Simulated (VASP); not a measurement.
# Ta4NiO11 (F-43m) in VASP: notebook, part 2 of 2

VASP 6.6.1.

## 3. Band structure, LDA, collinear spin, ferromagnetic start

This run uses another cell than the first one, of 13.66 Å³/atom, 0.948 times its volume.

POSCAR

```
Ta4NiO11                                
1.0
    0.0001677689      4.7814252573      4.7814252573
    4.7814252573      0.0001677689      4.7814252573
    4.7814252573      4.7814252573      0.0001677689
  Ta              Ni              O             
     4     1    11
Direct
     0.6304054363833120    0.1087846402517820    0.6304054363833120
     0.6304071216773515    0.6304071216773515    0.6304071216773515
     0.1087846402517820    0.6304054363833120    0.6304054363833120
     0.6304054363833120    0.6304054363833120    0.1087846402517820
     0.0000008824003450    0.0000008824003450    0.0000008824003450
     0.2499996017033171    0.2499996017033171    0.2499996017033171
     0.8441035051928100    0.4676908350633833    0.8441035051928100
     0.8441046522820583    0.8441046522820583    0.8441046522820583
     0.4676908350633833    0.8441035051928100    0.8441035051928100
     0.8441035051928100    0.8441035051928100    0.4676908350633833
     0.2979606273185668    0.7020408879018564    0.7020408879018564
     0.7020403799021219    0.2979608002225633    0.2979608002225633
     0.7020408879018564    0.7020408879018564    0.2979606273185668
     0.2979608002225633    0.2979608002225633    0.7020403799021220
     0.2979608002225633    0.7020403799021219    0.2979608002225633
     0.7020408879018564    0.2979606273185668    0.7020408879018564
```

INCAR.step1

```
PREC     = Accurate       # precision mode
ENCUT    = 520            # plane-wave cutoff, eV
EDIFF    = 1E-7           # SCF threshold, eV
ISMEAR   = -1             # smearing method
SIGMA    = 0.05           # smearing width, eV
LREAL    = False          # projectors in reciprocal space
LASPH    = True           # aspherical terms in the spheres
NELM     = 150            # most SCF steps
ALGO     = Normal         # electronic algorithm
ISIF     = 2              # what is computed and relaxed
LWAVE    = False          # write WAVECAR
LCHARG   = True           # write CHGCAR
ISPIN    = 2              # spin polarisation
MAGMOM   = 0 0 0 0 1 0 0 0 0 0 0 0 0 0 0 0 # initial moments
LORBIT   = 11             # projections on sites
LMAXMIX  = 4              # l up to which the mixer works
NBANDS   = 78             # bands
KPAR     = 4
```

KPOINTS.step1

```
regular mesh
0
Gamma
  5 5 5
```

INCAR.step2

```
PREC     = Accurate       # precision mode
ENCUT    = 520            # plane-wave cutoff, eV
EDIFF    = 1E-7           # SCF threshold, eV
ISMEAR   = 0              # smearing method
SIGMA    = 0.05           # smearing width, eV
LREAL    = False          # projectors in reciprocal space
LASPH    = True           # aspherical terms in the spheres
NELM     = 150            # most SCF steps
ALGO     = Normal         # electronic algorithm
ISIF     = 2              # what is computed and relaxed
LWAVE    = False          # write WAVECAR
LCHARG   = False          # write CHGCAR
ISPIN    = 2              # spin polarisation
MAGMOM   = 0 0 0 0 1 0 0 0 0 0 0 0 0 0 0 0 # initial moments
LORBIT   = 11             # projections on sites
LMAXMIX  = 4              # l up to which the mixer works
NBANDS   = 78             # bands
KPAR     = 4            
ICHARG   = 11             # starting density
```

KPOINTS.step2

```
path GXWKGLUWLK,UX
10
line-mode
reciprocal
 0.0000000000  0.0000000000  0.0000000000  G
 0.5000000000  0.0000000000  0.5000000000  X

 0.5000000000  0.0000000000  0.5000000000  X
 0.5000000000  0.2500000000  0.7500000000  W

 0.5000000000  0.2500000000  0.7500000000  W
 0.3750000000  0.3750000000  0.7500000000  K

 0.3750000000  0.3750000000  0.7500000000  K
 0.0000000000  0.0000000000  0.0000000000  G

 0.0000000000  0.0000000000  0.0000000000  G
 0.5000000000  0.5000000000  0.5000000000  L

 0.5000000000  0.5000000000  0.5000000000  L
 0.6250000000  0.2500000000  0.6250000000  U

 0.6250000000  0.2500000000  0.6250000000  U
 0.5000000000  0.2500000000  0.7500000000  W

 0.5000000000  0.2500000000  0.7500000000  W
 0.5000000000  0.5000000000  0.5000000000  L

 0.5000000000  0.5000000000  0.5000000000  L
 0.3750000000  0.3750000000  0.7500000000  K

 0.6250000000  0.2500000000  0.6250000000  U
 0.5000000000  0.0000000000  0.5000000000  X
```

Potentials or basis: VASP PAW LDA potentials, release 64 (Ta_pv, Ni, O).

Launch:

```sh
$ cat potpaw_LDA.64/Ta_pv/POTCAR potpaw_LDA.64/Ni/POTCAR potpaw_LDA.64/O/POTCAR > POTCAR
$ cp INCAR.step1 INCAR
$ cp KPOINTS.step1 KPOINTS
$ mpirun -np 4 vasp_std > vasp.out
$ cp INCAR.step2 INCAR
$ cp KPOINTS.step2 KPOINTS
$ mpirun -np 4 vasp_std > vasp.out
```

It took 42 min on 4 MPI ranks of AMD EPYC 7R13 (Zen 3), shared host; peak memory 1.9 GiB.

The run converged, but a check on its numbers failed (symmetry, net force, bounds or a known fault of this set-up), so they aren't taken as properties of the crystal.

Caveat: the log is that of the step along the path at fixed density, whose energy, stress, charges and moments have no meaning; the result breaks the symmetry of the cell; spin-orbit coupling is left out, which moves the levels of the heavy elements; a cell with one magnetic atom can't hold antiferromagnetic order, which such compounds often take; semilocal functionals often make such compounds metallic where correlation or magnetic order opens a gap, which also shifts bond lengths.

## 4. Band structure, PBEsol, collinear spin, ferromagnetic start

This run uses another cell than the first one, of 14.00 Å³/atom, 0.971 times its volume.

POSCAR

```
Ta4NiO11                                
1.0
    0.0000170717      4.8201212510      4.8201212510
    4.8201212510      0.0000170717      4.8201212510
    4.8201212510      4.8201212510      0.0000170717
  Ta              Ni              O             
     4     1    11
Direct
     0.6303152331040470    0.1090580946637877    0.6303152331040470
     0.6303148954633169    0.6303148954633169    0.6303148954633169
     0.1090580946637877    0.6303152331040470    0.6303152331040470
     0.6303152331040470    0.6303152331040470    0.1090580946637877
     0.9999998655724165    0.9999998655724165    0.9999998655724165
     0.2499994550104430    0.2499994550104430    0.2499994550104430
     0.8439415663733572    0.4681781019137009    0.8439415663733572
     0.8439425715535183    0.8439425715535183    0.8439425715535183
     0.4681781019137009    0.8439415663733572    0.8439415663733572
     0.8439415663733572    0.8439415663733572    0.4681781019137009
     0.2989056311999815    0.7010956566643817    0.7010956566643817
     0.7010950631790553    0.2989057045801093    0.2989057045801093
     0.7010956566643817    0.7010956566643817    0.2989056311999815
     0.2989057045801093    0.2989057045801093    0.7010950631790553
     0.2989057045801093    0.7010950631790553    0.2989057045801093
     0.7010956566643817    0.2989056311999815    0.7010956566643817
```

Changes to INCAR.step1 since step 3:

```diff
@@ -16,2 +16,3 @@
 LMAXMIX  = 4              # l up to which the mixer works
+GGA      = PS             # functional
 NBANDS   = 78             # bands
```

KPOINTS.step1 is that of step 3.

Changes to INCAR.step2 since step 3:

```diff
@@ -16,2 +16,3 @@
 LMAXMIX  = 4              # l up to which the mixer works
+GGA      = PS             # functional
 NBANDS   = 78             # bands
```

KPOINTS.step2 is that of step 3.

Potentials or basis: VASP PAW PBE potentials, release 64 (Ta_pv, Ni, O).

Launch:

```sh
$ cat potpaw_PBE.64/Ta_pv/POTCAR potpaw_PBE.64/Ni/POTCAR potpaw_PBE.64/O/POTCAR > POTCAR
$ cp INCAR.step1 INCAR
$ cp KPOINTS.step1 KPOINTS
$ mpirun -np 4 vasp_std > vasp.out
$ cp INCAR.step2 INCAR
$ cp KPOINTS.step2 KPOINTS
$ mpirun -np 4 vasp_std > vasp.out
```

Run time: 31 min. Hardware: 4 MPI ranks of AMD EPYC 7R13 (Zen 3), shared host; peak memory 2.1 GiB.

Results (log left out):

| Quantity | Value |
| --- | --- |
| Band gap along the path | none (metal or under the smearing width) |
| Net moment | 1.04 μB per cell |

Caveat: the log is that of the step along the path at fixed density, whose energy, stress, charges and moments have no meaning; the PAW data sets were made with another functional, which shifts forces and pressure a little; spin-orbit coupling is left out, which moves the levels of the heavy elements; a cell with one magnetic atom can't hold antiferromagnetic order, which such compounds often take; semilocal functionals often make such compounds metallic where correlation or magnetic order opens a gap, which also shifts bond lengths.
